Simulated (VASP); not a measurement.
Output of a VASP run:

OUTCAR:
```
 ion  position               nearest neighbor table
   1  0.000  0.000  0.000-   2 2.83   2 2.83   2 2.83   2 2.83   2 2.83   2 2.83   2 2.83   2 2.83
  LATTYP: Found a simple tetragonal cell.
 ALAT       =     2.7951146915
 C/A-ratio  =     1.4524689372
 Subroutine PRICEL returns:
 Original cell was already a primitive cell.
 Subroutine GETGRP returns: Found 16 space group operations
The static configuration has the point symmetry D_4h.
The dynamic configuration has the point symmetry D_4h.
 Subroutine INISYM returns: Found 16 space group operations
 Subroutine IBZKPT returns following result:
 Found    140 irreducible k-points:

 Following reciprocal coordinates:
            Coordinates               Weight
  0.000000  0.000000  0.000000      1.000000
  0.083333  0.000000  0.000000      4.000000
  0.166667  0.000000  0.000000      4.000000
  0.250000  0.000000  0.000000      4.000000
  0.333333  0.000000  0.000000      4.000000
  0.416667  0.000000  0.000000      4.000000
  0.500000  0.000000  0.000000      2.000000
  0.083333  0.083333  0.000000      4.000000
  0.166667  0.083333  0.000000      8.000000
  0.250000  0.083333  0.000000      8.000000
  0.333333  0.083333  0.000000      8.000000
  0.416667  0.083333  0.000000      8.000000
  0.500000  0.083333  0.000000      4.000000
  0.166667  0.166667  0.000000      4.000000
  0.250000  0.166667  0.000000      8.000000
  0.333333  0.166667  0.000000      8.000000
  0.416667  0.166667  0.000000      8.000000
  0.500000  0.166667  0.000000      4.000000
  0.250000  0.250000  0.000000      4.000000
  0.333333  0.250000  0.000000      8.000000
  0.416667  0.250000  0.000000      8.000000
  0.500000  0.250000  0.000000      4.000000
  0.333333  0.333333  0.000000      4.000000
  0.416667  0.333333  0.000000      8.000000
  0.500000  0.333333  0.000000      4.000000
  0.416667  0.416667  0.000000      4.000000
  0.500000  0.416667  0.000000      4.000000
  0.500000  0.500000  0.000000      1.000000
  0.000000  0.000000  0.125000      2.000000
  0.083333  0.000000  0.125000      8.000000
  0.166667  0.000000  0.125000      8.000000
  0.250000  0.000000  0.125000      8.000000
  0.333333  0.000000  0.125000      8.000000
  0.416667  0.000000  0.125000      8.000000
  0.500000  0.000000  0.125000      4.000000
  0.083333  0.083333  0.125000      8.000000
  0.166667  0.083333  0.125000     16.000000
  0.250000  0.083333  0.125000     16.000000
  0.333333  0.083333  0.125000     16.000000
  0.416667  0.083333  0.125000     16.000000
   k-points           NKPTS =    140   k-points in BZ     NKDIM =    140   number of bands    NBANDS=     11
   number of dos      NEDOS =    301   number of ions     NIONS =      2
   total plane-waves  NPLWV =  12000
   dimension x,y,z NGX =    20 NGY =   20 NGZ =   30
   dimension x,y,z NGXF=    40 NGYF=   40 NGZF=   60
   ions per type =               1   1
   PREC   = accura    normal or accurate (medium, high low for compatibility)
   ISTART =      0    job   : 0-new  1-cont  2-samecut
   ICHARG =      2    charge: 1-file 2-atom 10-const
   ISPIN  =      1    spin polarized calculation?
   LNONCOLLINEAR =      F non collinear calculations
   LSORBIT =      F    spin-orbit coupling
   INIWAV =      1    electr: 0-lowe 1-rand  2-diag
   ENCUT  =  480.0 eV  35.28 Ry    5.94 a.u.   4.99  4.99  7.25*2*pi/ulx,y,z
   NELM   =    100;   NELMIN=  2; NELMDL= -5     # of ELM steps
   EDIFF  = 0.1E-06   stopping-criterion for ELM
   LREAL  =      F    real-space projection
   NLSPLINE    = F    spline interpolate recip. space projectors
   LMAXMIX     =    4 max onsite mixed and CHGCAR
   VOSKOWN=      0    Vosko Wilk Nusair interpolation
   EDIFFG = 0.1E-05   stopping-criterion for IOM
   NSW    =      0    number of steps for IOM
   NBLOCK =      1;   KBLOCK =      1    inner block; outer block
   IBRION =     -1    ionic relax: 0-MD 1-quasi-New 2-CG
...
```

OSZICAR:
```
       N       E                     dE             d eps       ncg     rms          rms(c)
DAV:   1     0.854438753438E+02    0.85444E+02   -0.71076E+03  3080   0.131E+03
DAV:   2    -0.824663309310E+01   -0.93691E+02   -0.91108E+02  3110   0.324E+02
DAV:   3    -0.137675160640E+02   -0.55209E+01   -0.52380E+01  4856   0.766E+01
DAV:   4    -0.139394513060E+02   -0.17194E+00   -0.17058E+00  3881   0.118E+01
DAV:   5    -0.139475540865E+02   -0.81028E-02   -0.80975E-02  4525   0.228E+00    0.984E+00
DAV:   6    -0.125336325468E+02    0.14139E+01   -0.12114E+01  3827   0.382E+01    0.333E+00
DAV:   7    -0.123989294359E+02    0.13470E+00   -0.11172E+00  3551   0.113E+01    0.194E+00
DAV:   8    -0.123880032679E+02    0.10926E-01   -0.14472E-01  3493   0.430E+00    0.494E-01
DAV:   9    -0.123865588794E+02    0.14444E-02   -0.24126E-02  3803   0.208E+00    0.232E-01
DAV:  10    -0.123868165195E+02   -0.25764E-03   -0.15792E-03  3911   0.458E-01    0.517E-02
DAV:  11    -0.123867957218E+02    0.20798E-04   -0.34246E-04  3922   0.208E-01    0.447E-02
DAV:  12    -0.123867988111E+02   -0.30893E-05   -0.27820E-05  3609   0.607E-02    0.103E-02
DAV:  13    -0.123867984782E+02    0.33288E-06   -0.10615E-06  4226   0.962E-03    0.636E-03
DAV:  14    -0.123867986617E+02   -0.18354E-06   -0.51650E-07  3337   0.940E-03    0.903E-04
DAV:  15    -0.123867986744E+02   -0.12648E-07   -0.33881E-08  1737   0.188E-03
   1 F= -.12386799E+02 E0= -.12386949E+02  d E =0.450930E-03
```

### OUTCAR
```
------------------------ aborting loop because EDIFF is reached ----------------------------------------
  FORCE on cell =-STRESS in cart. coord.  units (eV):
  Direction    XX          YY          ZZ          XY          YZ          ZX
  --------------------------------------------------------------------------------------
  Total        0.6008014      0.6008014      0.3780016      0.0000000      0.0000000      0.0000000
  in kB       30.3483983     30.3483983     19.0940686      0.0000000      0.0000000      0.0000000
  external PRESSURE =      26.5969550 kB  Pullay stress =       0.0000000 kB
  volume of cell :       31.72
      direct lattice vectors                 reciprocal lattice vectors
     2.795114691  0.000000000  0.000000000     0.357767072  0.000000000  0.000000000
     0.000000000  2.795114691  0.000000000     0.000000000  0.357767072  0.000000000
     0.000000000  0.000000000  4.059817265     0.000000000  0.000000000  0.246316505
 POSITION                                       TOTAL-FORCE (eV/Angst)
 -----------------------------------------------------------------------------------
      0.00000      0.00000      0.00000         0.000000      0.000000      0.000000
      1.39756      1.39756      2.02991         0.000000      0.000000      0.000000
 -----------------------------------------------------------------------------------
    total drift:                               -0.000000      0.000000     -0.000000
  FREE ENERGIE OF THE ION-ELECTRON SYSTEM (eV)
  ---------------------------------------------------
  free  energy   TOTEN  =       -12.3867986744 eV

  energy  without entropy=      -12.3872496043  energy(sigma->0) =      -12.38694898
```
(Selected blocks of OUTCAR.)

POSCAR:
```
TiAl
1
    2.7951146915     0.0000000000     0.0000000000
    0.0000000000     2.7951146915     0.0000000000
    0.0000000000     0.0000000000     4.0598172652
Ti Al
1 1
Direct
  0.0000000000   0.0000000000   0.0000000000
  0.5000000000   0.5000000000   0.5000000000
```

Task: Write an INCAR and KPOINTS that could have produced this output.

Result: One answer among several that fit: the input of the run itself, PBE GGA, plane waves, VASP's PBE PAW potentials (set 64).

**INCAR**
```
ALGO=Normal
EDIFF=1E-7
ENCUT=480
GGA=PE
ISIF=2
ISMEAR=1
LASPH=T
LCHARG=F
LMAXMIX=4
LREAL=F
LWAVE=F
NELM=100
PREC=Accurate
SIGMA=0.1
SYSTEM=TiAl
```

**KPOINTS**
```
Regular mesh
0
G
12 12 8
0 0 0
```

POTCAR, in this order: Ti_sv Al (PBE.64 set). Program: vasp_std.

The compound is TiAl in the L1_0 structure. This cell was strained or had an atom moved on purpose. The electron count is odd and the run is not spin-polarised, which forces a metal.
